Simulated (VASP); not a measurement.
Output of a VASP run:

OSZICAR:
```
       N       E                     dE             d eps       ncg     rms          rms(c)
DAV:   1     0.330313353143E+03    0.33031E+03   -0.16563E+04   720   0.200E+03
DAV:   2     0.154537732366E+02   -0.31486E+03   -0.30551E+03   816   0.487E+02
DAV:   3    -0.152971341512E+02   -0.30751E+02   -0.30444E+02   816   0.165E+02
DAV:   4    -0.163216497940E+02   -0.10245E+01   -0.10214E+01   776   0.310E+01
DAV:   5    -0.163563307109E+02   -0.34681E-01   -0.34679E-01   812   0.576E+00    0.805E+00
DAV:   6    -0.143721153259E+02    0.19842E+01   -0.10605E+01   934   0.271E+01    0.279E+00
DAV:   7    -0.143618458756E+02    0.10269E-01   -0.47198E-01   724   0.475E+00    0.158E+00
DAV:   8    -0.143560102534E+02    0.58356E-02   -0.10576E-01   720   0.399E+00    0.487E-01
DAV:   9    -0.143537724848E+02    0.22378E-02   -0.20733E-02   830   0.109E+00    0.105E-01
DAV:  10    -0.143549590547E+02   -0.11866E-02   -0.18250E-03   722   0.496E-01    0.329E-02
DAV:  11    -0.143549332131E+02    0.25842E-04   -0.14247E-04   776   0.133E-01    0.148E-02
DAV:  12    -0.143549442308E+02   -0.11018E-04   -0.76999E-05   840   0.941E-02    0.128E-02
DAV:  13    -0.143549416702E+02    0.25606E-05   -0.29446E-05   862   0.578E-02    0.334E-03
DAV:  14    -0.143549415893E+02    0.80850E-07   -0.15487E-06   554   0.947E-03
   1 F= -.14354942E+02 E0= -.14354942E+02  d E =-.143549E+02
```

### OUTCAR
```
------------------------ aborting loop because EDIFF is reached ----------------------------------------
  FORCE on cell =-STRESS in cart. coord.  units (eV):
  Direction    XX          YY          ZZ          XY          YZ          ZX
  --------------------------------------------------------------------------------------
  Total       -0.0185203     -0.0185203     -0.0185203     -0.0000000      0.0000000     -0.0000000
  in kB       -0.5511128     -0.5511128     -0.5511128     -0.0000000      0.0000000     -0.0000000
  external PRESSURE =      -0.5511128 kB  Pullay stress =       0.0000000 kB
  volume of cell :       53.84
      direct lattice vectors                 reciprocal lattice vectors
     0.000000000  2.997063365  2.997063365    -0.166829973  0.166829973  0.166829973
     2.997063365  0.000000000  2.997063365     0.166829973 -0.166829973  0.166829973
     2.997063365  2.997063365  0.000000000     0.166829973  0.166829973 -0.166829973
 POSITION                                       TOTAL-FORCE (eV/Angst)
 -----------------------------------------------------------------------------------
      0.00000      0.00000      0.00000         0.000000     -0.000000      0.000000
      1.49853      1.49853      1.49853        -0.000000     -0.000000     -0.000000
      4.49560      4.49560      4.49560         0.000000      0.000000      0.000000
 -----------------------------------------------------------------------------------
    total drift:                                0.000000      0.000000      0.000000
  FREE ENERGIE OF THE ION-ELECTRON SYSTEM (eV)
  ---------------------------------------------------
  free  energy   TOTEN  =       -14.3549415893 eV

  energy  without entropy=      -14.3549415893  energy(sigma->0) =      -14.35494159

 reached required accuracy - stopping structural energy minimisation
```
(Selected blocks of OUTCAR.)

### POSCAR
```
PbF2
1
    0.0000000000     2.9970633655     2.9970633655
    2.9970633655     0.0000000000     2.9970633655
    2.9970633655     2.9970633655     0.0000000000
Pb F
1 2
Direct
  1.0000000000   0.0000000000   1.0000000000
  0.2500000000   0.2500000000   0.2500000000
  0.7500000000   0.7500000000   0.7500000000
```

Q: Write an INCAR and KPOINTS that could have produced this output.

A: Several could match; the one computed here: the input of the run itself, PBE GGA, plane waves, VASP's PBE PAW potentials (set 64).

**INCAR**
```
GGA  =  PE   ! PBE
EDIFF  =  1E-6   ! SCF stop (eV)
ISMEAR  =  0
SIGMA  =  0.05   ! width (eV)
ENCUT  =  620
LCHARG  =  .FALSE.
EDIFFG  =  -0.02   ! ionic stop
NELM  =  100   ! most electronic steps
NSW  =  40   ! most ionic steps
PREC  =  Accurate
LASPH  =  .TRUE.
LWAVE  =  .FALSE.
LREAL  =  .FALSE.   ! projection in real space or not
SYSTEM  =  PbF2
ISIF  =  3
IBRION  =  2
LMAXMIX  =  4   ! l cut-off of mixed one-centre charges
ALGO  =  Normal   ! blocked Davidson
```

**KPOINTS**
```
Automatic mesh
0
Gamma
7 7 7
0 0 0
```

POTCAR, in this order: Pb_d F (PBE.64 set). Program: vasp_std.

The compound is PbF2 in the fluorite structure, the β form. It was relaxed first.
